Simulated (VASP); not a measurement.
VASP ran on this input.

### KPOINTS
```
Automatic mesh
0
Gamma
9 9 5
0 0 0
```

### INCAR
```
SYSTEM  =  GaN
PREC  =  Accurate; ENCUT  =  520; LREAL  =  .False.
LASPH  =  .True.
EDIFF  =  1E-7; NELM  =  100; ALGO  =  Normal
LMAXMIX  =  4
ISMEAR  =  -5
GGA  =  91
ISIF  =  2
LWAVE  =  .False.; LCHARG  =  .True.; LORBIT  =  11
NEDOS  =  601
LEFG  =  .True.
```

File POSCAR:
```
GaN
1
    1.6093454306    -2.7874680136     0.0000000000
    1.6093454306     2.7874680136     0.0000000000
    0.0000000000     0.0000000000     5.2392279107
Ga N
2 2
Direct
  0.6666670000   0.3333330000   0.5000532702
  0.3333330000   0.6666670000   0.0000532702
  0.6666670000   0.3333330000   0.8769467298
  0.3333330000   0.6666670000   0.3769467298
```

POTCAR, in this order: Ga_d N (PBE.64 set). Program: vasp_std.

Question: Write an equivalent input for Quantum ESPRESSO's pw.x.

Answer: One equivalent input (not run):
```
&CONTROL
  calculation = 'scf'
  pseudo_dir = './pseudo'
  outdir = './out'
  tprnfor = .true.
  tstress = .true.
/
&SYSTEM
  ibrav = 0
  nat = 4
  ntyp = 2
  ecutwfc = 84
  occupations = 'tetrahedra'
  input_dft = 'pw91'
/
&ELECTRONS
  conv_thr = 7.3e-09
  electron_maxstep = 100
/
ATOMIC_SPECIES
  Ga 69.723 Ga.upf
  N 14.007 N.upf
CELL_PARAMETERS angstrom
     1.6093454   -2.7874680    0.0000000
     1.6093454    2.7874680    0.0000000
     0.0000000    0.0000000    5.2392279
ATOMIC_POSITIONS crystal
  Ga   0.6666670  0.3333330  0.5000533
  Ga   0.3333330  0.6666670  0.0000533
  N    0.6666670  0.3333330  0.8769467
  N    0.3333330  0.6666670  0.3769467
K_POINTS automatic
  9 9 5 0 0 0
```
Limits of the translation: the potentials are each code's own (VASP's PAW set, PseudoDojo norm-conserving files in pw.x), so ENCUT and ecutwfc are chosen apart and not converted; conv_thr bounds pw.x's estimated SCF error, while EDIFF bounds the energy change between steps; the field gradients of LEFG aren't asked of the other code.

The compound is GaN in the wurtzite structure. It was relaxed first.
